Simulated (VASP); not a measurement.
An input for Quantum ESPRESSO's pw.x (written as the equivalent of a VASP run, and not itself run):

```
&CONTROL
  calculation = 'vc-relax'
  pseudo_dir = './pseudo'
  outdir = './out'
  tprnfor = .true.
  tstress = .true.
  nstep = 30
  forc_conv_thr = 0.00039
/
&SYSTEM
  ibrav = 0
  nat = 3
  ntyp = 2
  ecutwfc = 76
  occupations = 'smearing'
  smearing = 'methfessel-paxton'
  degauss = 0.00735
  input_dft = 'pw91'
/
&ELECTRONS
  conv_thr = 7.3e-09
  electron_maxstep = 100
/
&IONS
/
&CELL
  cell_dofree = 'shape'
/
ATOMIC_SPECIES
  Zr 91.224 Zr.upf
  B 10.810 B.upf
CELL_PARAMETERS angstrom
     1.5526740   -2.6893108    0.0000000
     1.5526740    2.6893108    0.0000000
     0.0000000    0.0000000    3.4800638
ATOMIC_POSITIONS crystal
  Zr   0.0000000  0.0000000  0.0000000
  B    0.3333330  0.6666670  0.5000000
  B    0.6666670  0.3333330  0.5000000
K_POINTS automatic
  11 11 9 0 0 0
```

Write the VASP files for the same calculation (PW91).

One answer among several that fit: 
POSCAR:
```
ZrB2
1.0
  1.5526740380  -2.6893107818   0.0000000000
  1.5526740380   2.6893107818   0.0000000000
  0.0000000000   0.0000000000   3.4800637808
Zr B
1 2
Cart
  0.0000000000   0.0000000000   0.0000000000
  1.5526740380   0.8964387201   1.7400318904
  1.5526740380  -0.8964387201   1.7400318904
```

### INCAR
```
SYSTEM  =  ZrB2
LASPH  =  .True.   ! aspherical one-centre terms
ISMEAR  =  1   ! Methfessel-Paxton
ENCUT  =  520
NSW  =  30
PREC  =  Accurate
ALGO  =  Normal   ! blocked Davidson
LREAL  =  .False.
ISIF  =  4
GGA  =  91   ! PW91
LMAXMIX  =  4   ! l cut-off of mixed one-centre charges
LWAVE  =  .False.
EDIFFG  =  -0.01   ! ionic stop
SIGMA  =  0.1   ! width (eV)
NELM  =  100   ! most electronic steps
IBRION  =  2
LCHARG  =  .False.
EDIFF  =  1E-7   ! SCF stop (eV)
```

KPOINTS:
```
Automatic mesh
0
Gamma
11 11 9
0 0 0
```

POTCAR, in this order: Zr_sv B (PBE.64 set). Program: vasp_std.

Limits of the translation: the potentials are each code's own (VASP's PAW set, PseudoDojo norm-conserving files in pw.x), so ENCUT and ecutwfc are chosen apart and not converted; conv_thr bounds pw.x's estimated SCF error, while EDIFF bounds the energy change between steps; forc_conv_thr acts on force components and is met together with etot_conv_thr.

The compound is ZrB2 in the AlB2 type structure. This cell is one point of a volume scan, at 0.94 of the reference volume. Symmetry was kept, so distortions that lower it aren't found.
